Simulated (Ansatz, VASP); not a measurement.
# Cross-check of Al3GaO6 (amorphous (Al0.75Ga0.25)2O3) between VASP and Ansatz, part 2 of 3

One calculation is typed for both programs; each brings its own data sets. How far apart do they land? Of the first pair: The structure shown is the start of the Ansatz relaxation below; VASP solves that cell, so the two are compared at the walk's first step.

VASP 6.6.1 and Ansatz 0.2.0.

So far: The starting structure; Ansatz: relaxation, PBE.

### Step 3. VASP: single point, PBE, start cell, pair 1

Level of this step: PBE; plane waves and PAW (Al, Ga_d, O) (VASP).

The same cell, functional, mesh and smearing now go to VASP, with its own data sets.

Lines of VASP's logs that name or quote its potential files are left out, and so is its time.

Input file INCAR:

```
SYSTEM = Al3GaO6
PREC = Accurate
ENCUT = 520
EDIFF = 1E-06
NELM = 120
ISMEAR = -1
SIGMA = 0.025
LREAL = Auto
ALGO = Normal
GGA = PE
NBANDS = 288
LORBIT = 11
LWAVE = .FALSE.
LCHARG = .FALSE.
ISIF = 2
LASPH = .TRUE.
GGA_COMPAT = .FALSE.
EFERMI = MIDGAP
NCORE = 2
```

Input file POSCAR:

```
Al3GaO6
1.0
    9.7266700000      0.0000000000      0.0000000000
    0.0000000000      9.7266700000      0.0000000000
    0.0000000000      0.0000000000      9.7266700000
Al Ga O
24 8 48
Direct
    0.6164494118      0.3013364286      0.1303529368
    0.3836667637      0.7570730785      0.5880738218
    0.4006201506      0.5571588221      0.0024263186
    0.7637351735      0.0678546717      0.9241292241
    0.3877174819      0.1057504778      0.1349177056
    0.7452190729      0.0187114398      0.4479744866
    0.7515007706      0.8291326836      0.1768333870
    0.4840402728      0.1938073359      0.4226420759
    0.5254316225      0.8222649684      0.0374228796
    0.9763978833      0.3053048988      0.8304692151
    0.4720423331      0.6793794793      0.2856476060
    0.9496261310      0.8003355722      0.4223233645
    0.7360895353      0.3043796078      0.6335056088
    0.7956679933      0.5491499146      0.2270150010
    0.9379674647      0.3082658299      0.1435948788
    0.0652330140      0.8761888704      0.9369599256
    0.5289991333      0.0249622944      0.6679367142
    0.8110072615      0.8742046353      0.7223026997
    0.1028717948      0.5893692291      0.1298183243
    0.1996161071      0.2773816733      0.6044823151
    0.9528132444      0.2743076510      0.4585947709
    0.1674879481      0.0984201171      0.4004453734
    0.2224193892      0.3509525871      0.9423266133
    0.9813738926      0.5239511570      0.6108051368
    0.8820696086      0.6188551683      0.9120284743
    0.6072787501      0.6104658634      0.7674568994
    0.2302123954      0.8501676319      0.2619601570
    0.3283960492      0.0402501576      0.8615589919
    0.2099896470      0.5860381816      0.4488380916
    0.5401334681      0.4988449284      0.4726386317
    0.5160553406      0.3169944082      0.8676247883
    0.9682450417      0.0347292547      0.1952261154
    0.2374296650      0.4908771450      0.0637628294
    0.3795235163      0.5213500612      0.3683069334
    0.5746365406      0.3204693898      0.5205584234
    0.9111648694      0.9340812426      0.8590812683
    0.2878168993      0.0397052640      0.2708326694
    0.7813362641      0.6982451343      0.7647838366
    0.1775736197      0.9493382627      0.8249380312
    0.3118950268      0.2040369417      0.4783034687
    0.8282073927      0.8851950359      0.5403699313
    0.9571209880      0.4868469887      0.7872684074
    0.8289270634      0.2196126732      0.7797941125
    0.0755037438      0.9342148957      0.3815283134
    0.4232589365      0.9704657401      0.0173543463
    0.6311718193      0.5692595719      0.3200684304
    0.5423027614      0.6510861374      0.5928133678
    0.4119292625      0.8976556211      0.6924569251
    0.6258565367      0.1957812900      0.9792354423
    0.4411376144      0.1633652627      0.7522410033
    0.3795440783      0.7077859123      0.1234132545
    0.1460314784      0.6777550796      0.2837044950
    0.8590812683      0.7240196285      0.2834988747
    0.0710931902      0.1606921999      0.5446982369
    0.5792835575      0.8145850533      0.2202706579
    0.5073370434      0.2007367372      0.2414392593
    0.7001985263      0.9090367001      0.0182076703
    0.3034748789      0.1982692946      0.0050685384
    0.3702294824      0.7918023332      0.4032932134
    0.8012814252      0.1788690271      0.4975495211
    0.9749071368      0.4838346526      0.2052295390
    0.1520458698      0.2831698824      0.7761649156
    0.6449586549      0.4210485192      0.7583479238
    0.7659969959      0.6266892986      0.0599177314
    0.1116003730      0.4175221324      0.5158085964
    0.0097669603      0.6749175206      0.5298318952
    0.0245099299      0.2091363231      0.2901198457
    0.0948114822      0.9221449890      0.1122789197
    0.0397875121      0.3337730179      0.9957056218
    0.0462851109      0.6933513731      0.9803971966
    0.3652945972      0.4371999873      0.8506611204
    0.5261718553      0.4338175347      0.0548903170
    0.8824602870      0.1398731529      0.0602467237
    0.8041909513      0.9803457915      0.2809080600
    0.6806132006      0.9957261838      0.7564973418
    0.5051060640      0.6866481540      0.9058393057
    0.8541052590      0.4154350872      0.5393418302
    0.7685775296      0.3549313383      0.2069773108
    0.2583823652      0.6370217145      0.6221245298
    0.5667304432      0.0430363115      0.4883582973
```

Input file KPOINTS:

```
Automatic mesh
0
Gamma
1 1 1
0 0 0
```

PAW data sets: Al, Ga_d and O (PBE family, release 64).

The run is started by

```console
mpirun -np 8 vasp_gam
```

Numbers of over 12 decimals in the logs are rounded to 6 here.

The program printed:

```text
[banner, memory and clock lines left out]
running    8 mpi-ranks, on    1 nodes
[...]
LDA part: xc-table for (Slater+PW92), standard interpolation
 POSCAR, INCAR and KPOINTS ok, starting setup
[...]
entering main loop
       N       E                     dE             d eps       ncg     rms          rms(c)
DAV:   1     0.102643451472E+05    0.10264E+05   -0.19536E+05   608   0.224E+03
DAV:   2     0.178437974091E+04   -0.84800E+04   -0.79844E+04   664   0.695E+02
DAV:   3    -0.388770883845E+03   -0.21732E+04   -0.20338E+04   736   0.289E+02
DAV:   4    -0.624499255550E+03   -0.23573E+03   -0.23078E+03   736   0.106E+02
[...]
DAV:  17    -0.553739616068E+03   -0.55825E-05   -0.59829E-05   896   0.308E-02    0.922E-03
DAV:  18    -0.553739617326E+03   -0.12586E-05   -0.29458E-05   664   0.168E-02    0.390E-03
DAV:  19    -0.553739617501E+03   -0.17416E-06   -0.38449E-06   560   0.830E-03
   1 F= -.55373962E+03 E0= -.55373962E+03  d E =-.142001E-19
```

OUTCAR, selected parts (step 3):

```text
  Total       36.3836606     19.2228318     10.7555046     14.1312578     -3.8232172      5.2700582
  in kB       63.3467633     33.4684348     18.7261643     24.6036112     -6.6565164      9.1755783
  external PRESSURE =      38.5137875 kB  Pullay stress =       0.0000000 kB

 POSITION                                       TOTAL-FORCE (eV/Angst)
 -----------------------------------------------------------------------------------
      5.99600      2.93100      1.26790        -0.061040      0.019339     -0.088269
      3.73180      7.36380      5.72000         0.003151     -0.043041     -0.096270
      3.89670      5.41930      0.02360         0.022375     -0.018689     -0.030613
      7.42860      0.66000      8.98870         0.053188     -0.143300      0.007476
      3.77120      1.02860      1.31230        -0.022365      0.018664     -0.230358
      7.24850      0.18200      4.35730         0.037128     -0.000047      0.012577
      7.30960      8.06470      1.72000        -0.031160      0.030840     -0.116392
      4.70810      1.88510      4.11090         0.085270      0.092920     -0.009203
      5.11070      7.99790      0.36400         0.083484     -0.026622      0.007435
      9.49710      2.96960      8.07770         0.016894      0.020440     -0.030540
      4.59140      6.60810      2.77840         0.023055     -0.076854      0.050401
      9.23670      7.78460      4.10780        -0.030789      0.090370      0.172311
      7.15970      2.96060      6.16190         0.001713      0.059788     -0.027201
      7.73920      5.34140      2.20810        -0.015329     -0.040087      0.033143
[...]
-----------------------------------------------------------------------------------
    total drift:                                0.005871     -0.031088     -0.015987

  FREE ENERGIE OF THE ION-ELECTRON SYSTEM (eV)
  ---------------------------------------------------
  free  energy   TOTEN  =      -553.7396175006 eV

  energy  without entropy=     -553.7396175006  energy(sigma->0) =     -553.73961750

[... 3 further parts left out ...]
[key lines of the parts left out:]
E-fermi :   5.0190
```

The run ends at a pressure of 3.85 GPa, with forces up to 0.26 eV/Å.

### Step 4. Comparison

Known differences besides the potentials themselves: the cutoff is 420 eV in Ansatz and 520 eV in VASP (PREC = Accurate, projectors in real space). Total energies have different zeros and are not compared.

Forces on 10 of the 80 atoms, those with the largest forces and the largest differences (eV/Å; atoms numbered as in POSCAR):

```
atom         Ansatz x, y, z           VASP x, y, z
 Al5  -0.031, 0.017, -0.245  -0.022, 0.019, -0.230
Al12   -0.038, 0.065, 0.172   -0.031, 0.090, 0.172
Al17  -0.039, -0.050, 0.192  -0.017, -0.039, 0.179
Ga25  -0.178, 0.185, -0.049  -0.185, 0.171, -0.049
Ga27  -0.049, -0.061, 0.187  -0.020, -0.076, 0.156
Ga28   -0.011, 0.150, 0.053   -0.064, 0.109, 0.020
Ga32   -0.080, 0.127, 0.122   -0.068, 0.103, 0.124
 O45  -0.012, -0.017, 0.147   0.016, -0.038, 0.174
 O73   -0.017, 0.001, 0.077   -0.048, 0.031, 0.044
 O79   0.046, -0.031, 0.065   0.027, -0.051, 0.121
```

The forces differ by 18 meV/Å r.m.s., which is 29.0 % of the r.m.s. force of 0.063 eV/Å (both taken over all components).

### Step 5. Ansatz: relaxation, PBE

This run makes the geometry at which the two programs are then compared. The cell compared in this pair holds 966.48 Å³, against 920.22 Å³ for the pair before.

The structure compared here is the end of the Ansatz relaxation.

Input file input.yaml:

```yaml
crystal:
  lattice:
    - [9.72667, 0.0, 0.0]
    - [0.0, 9.72667, 0.0]
    - [0.0, 0.0, 9.72667]
  atoms:
    - { symbol: Al, position: [0.61645, 0.30134, 0.13035] }
    - { symbol: Al, position: [0.38367, 0.75707, 0.58807] }
    - { symbol: Al, position: [0.40062, 0.55716, 0.00243] }
    - { symbol: Al, position: [0.76374, 0.06785, 0.92413] }
    - { symbol: Al, position: [0.38772, 0.10575, 0.13492] }
    - { symbol: Al, position: [0.74522, 0.01871, 0.44797] }
    - { symbol: Al, position: [0.7515, 0.82913, 0.17683] }
    - { symbol: Al, position: [0.48404, 0.19381, 0.42264] }
    - { symbol: Al, position: [0.52543, 0.82226, 0.03742] }
    - { symbol: Al, position: [0.9764, 0.3053, 0.83047] }
    - { symbol: Al, position: [0.47204, 0.67938, 0.28565] }
    - { symbol: Al, position: [0.94963, 0.80034, 0.42232] }
    - { symbol: Al, position: [0.73609, 0.30438, 0.63351] }
    - { symbol: Al, position: [0.79567, 0.54915, 0.22701] }
    - { symbol: Al, position: [0.93797, 0.30827, 0.14359] }
    - { symbol: Al, position: [0.06523, 0.87619, 0.93696] }
    - { symbol: Al, position: [0.529, 0.02496, 0.66794] }
    - { symbol: Al, position: [0.81101, 0.8742, 0.7223] }
    - { symbol: Al, position: [0.10287, 0.58937, 0.12982] }
    - { symbol: Al, position: [0.19962, 0.27738, 0.60448] }
    - { symbol: Al, position: [0.95281, 0.27431, 0.45859] }
    - { symbol: Al, position: [0.16749, 0.09842, 0.40045] }
    - { symbol: Al, position: [0.22242, 0.35095, 0.94233] }
    - { symbol: Al, position: [0.98137, 0.52395, 0.61081] }
    - { symbol: Ga, position: [0.88207, 0.61885, 0.91203] }
    - { symbol: Ga, position: [0.60728, 0.61047, 0.76746] }
    - { symbol: Ga, position: [0.23021, 0.85017, 0.26196] }
    - { symbol: Ga, position: [0.3284, 0.04025, 0.86156] }
    - { symbol: Ga, position: [0.20999, 0.58604, 0.44884] }
    - { symbol: Ga, position: [0.54013, 0.49884, 0.47264] }
    - { symbol: Ga, position: [0.51606, 0.31699, 0.86762] }
    - { symbol: Ga, position: [0.96825, 0.03473, 0.19523] }
    - { symbol: O, position: [0.23743, 0.49088, 0.06376] }
    - { symbol: O, position: [0.37952, 0.52135, 0.36831] }
    - { symbol: O, position: [0.57464, 0.32047, 0.52056] }
    - { symbol: O, position: [0.91117, 0.93408, 0.85908] }
    - { symbol: O, position: [0.28782, 0.03971, 0.27083] }
    - { symbol: O, position: [0.78134, 0.69824, 0.76478] }
    - { symbol: O, position: [0.17757, 0.94934, 0.82494] }
    - { symbol: O, position: [0.31189, 0.20404, 0.4783] }
    - { symbol: O, position: [0.82821, 0.88519, 0.54037] }
    - { symbol: O, position: [0.95712, 0.48685, 0.78727] }
    - { symbol: O, position: [0.82893, 0.21961, 0.77979] }
    - { symbol: O, position: [0.0755, 0.93421, 0.38153] }
    - { symbol: O, position: [0.42326, 0.97047, 0.01735] }
    - { symbol: O, position: [0.63117, 0.56926, 0.32007] }
    - { symbol: O, position: [0.5423, 0.65109, 0.59281] }
    - { symbol: O, position: [0.41193, 0.89766, 0.69246] }
    - { symbol: O, position: [0.62586, 0.19578, 0.97924] }
    - { symbol: O, position: [0.44114, 0.16337, 0.75224] }
    - { symbol: O, position: [0.37954, 0.70779, 0.12341] }
    - { symbol: O, position: [0.14603, 0.67776, 0.2837] }
    - { symbol: O, position: [0.85908, 0.72402, 0.2835] }
    - { symbol: O, position: [0.07109, 0.16069, 0.5447] }
    - { symbol: O, position: [0.57928, 0.81458, 0.22027] }
    - { symbol: O, position: [0.50734, 0.20074, 0.24144] }
    - { symbol: O, position: [0.7002, 0.90904, 0.01821] }
    - { symbol: O, position: [0.30348, 0.19827, 0.00507] }
    - { symbol: O, position: [0.37023, 0.7918, 0.40329] }
    - { symbol: O, position: [0.80128, 0.17887, 0.49755] }
    - { symbol: O, position: [0.97491, 0.48383, 0.20523] }
    - { symbol: O, position: [0.15205, 0.28317, 0.77616] }
    - { symbol: O, position: [0.64496, 0.42105, 0.75835] }
    - { symbol: O, position: [0.766, 0.62669, 0.05992] }
    - { symbol: O, position: [0.1116, 0.41752, 0.51581] }
    - { symbol: O, position: [0.00977, 0.67492, 0.52983] }
    - { symbol: O, position: [0.02451, 0.20914, 0.29012] }
    - { symbol: O, position: [0.09481, 0.92214, 0.11228] }
    - { symbol: O, position: [0.03979, 0.33377, 0.99571] }
    - { symbol: O, position: [0.04628, 0.69335, 0.9804] }
    - { symbol: O, position: [0.36529, 0.4372, 0.85066] }
    - { symbol: O, position: [0.52617, 0.43382, 0.05489] }
    - { symbol: O, position: [0.88246, 0.13987, 0.06025] }
    - { symbol: O, position: [0.80419, 0.98035, 0.28091] }
    - { symbol: O, position: [0.68061, 0.99573, 0.7565] }
    - { symbol: O, position: [0.50511, 0.68665, 0.90584] }
    - { symbol: O, position: [0.85411, 0.41544, 0.53934] }
    - { symbol: O, position: [0.76858, 0.35493, 0.20698] }
    - { symbol: O, position: [0.25838, 0.63702, 0.62212] }
    - { symbol: O, position: [0.56673, 0.04304, 0.48836] }
kpoints:
  mp_grid: { grid: [1, 1, 1] }
hamiltonian:
  xc: pbe
scf:
  occupations: { method: fermi_dirac, width: 0.025 }
output:
  forces: true
relax:
  f_tol: 0.04
  max_steps: 250
  cell: {}
```

The run is started by

```console
ansatz run input.yaml --threads 4 --pin off --max-ram 8192MiB --backend cpu --events-out ev --progress --plain --runs-dir out
```

The program printed:

```text
[...]
Crystal: 80 atoms, lattice volume = 920.222 Å³
Basis set: ecut = 420 eV, 17941 PW (Γ), exchange–correlation on 144×144×144 points (8 copies of the dense FFT grid, shifted against one another)
Bands: 312, of which v1, the nominal top of the filled ones, is band 232 counted from 1 (231 counted from 0)
Symmetry: 1 space group operations
[...]
k-points: 1
[...]
- { symbol: O, position: [0.577467, 0.328683, 0.507420] }
    - { symbol: O, position: [0.940282, 0.836020, 0.842848] }
    - { symbol: O, position: [0.283392, 0.029563, 0.262113] }
    - { symbol: O, position: [0.754942, 0.690539, 0.761889] }
    - { symbol: O, position: [0.193824, 0.938745, 0.844885] }
    - { symbol: O, position: [0.323164, 0.184555, 0.496712] }
[...]
- { symbol: O, position: [0.867325, 0.418316, 0.526188] }
    - { symbol: O, position: [0.752046, 0.367547, 0.179544] }
    - { symbol: O, position: [0.238181, 0.692986, 0.624548] }
    - { symbol: O, position: [0.583683, 0.045759, 0.497038] }
[key lines of the parts left out:]
P = ⅓ Tr σ = -0.0001 GPa (-0.001 kbar)
```

(Part 2 of 3 ends here.)

[Lines on the potential files, build, host, timing and source positions are cut from VASP's logs without a mark.]

[Logs are printed without paths, hosts, clocks, repeated set-up lines and the standing remarks that a program may print on its own settings, such as how far it seeks lower states.]

[Hosts, paths, dates, database ids (printed as entryN), source tags and the programs' standing remarks are cut or masked in the printed files.]
